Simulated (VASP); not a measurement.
A run of VASP 6.6.1 is set up as follows.

INCAR

```
SYSTEM = SiB
ALGO = Fast
EDIFF = 1E-4
EDIFFG = -0.08
ENCUT = 520
GGA = PE
IBRION = 2
ISIF = 3
ISMEAR = 0
LASPH = .True.
LCHARG = .False.
LREAL = .False.
LWAVE = .False.
NELM = 60
NSW = 24
PREC = Normal
SIGMA = 0.15
```

Contents of KPOINTS:

```
k-points
0
Gamma
  8 8 4
  0 0 0
```

File POSCAR:

```
SiB
1.0
    3.1400000000      0.0000000000      0.0000000000
   -1.5700000000      2.7193197700      0.0000000000
    0.0000000000      0.0000000000      5.1200000000
Si B
2 2
Direct
    0.6666666700      0.3333333300      0.7250000000
    0.6666666700      0.3333333300      0.2750000000
    0.3333333300      0.6666666700      0.8300000000
    0.3333333300      0.6666666700      0.1700000000
```

Potentials or basis: VASP PAW PBE potentials, release 64 (Si, B).

The run is started by

```bash
$ cat potpaw_PBE.64/Si/POTCAR potpaw_PBE.64/B/POTCAR > POTCAR
$ mpirun -np 1 vasp_std > vasp.out
```

**Question.** Predict the band gap on the k mesh.

**Answer.** None (metal or under the smearing width).

**Question.** Predict the relaxed cell.

**Answer.** a = 3.235 Å, b = 3.235 Å, c = 5.760 Å, α = 90.00°, β = 90.00°, γ = 120.00°.

**Question.** What does it give for the relaxed volume?

**Answer.** 13.05 Å³/atom.

Forces on the atoms (eV/Å):
```
Si   0.000  0.000  0.001
Si   0.000  0.000 -0.001
B    0.000  0.000  0.036
B    0.000  0.000 -0.036
```

Caveat: the volume moved by over 15 % at a fixed basis, so the end points are rough; the relaxation stopped at a loose force limit of 0.08 eV/Å, so its end isn't a converged minimum.
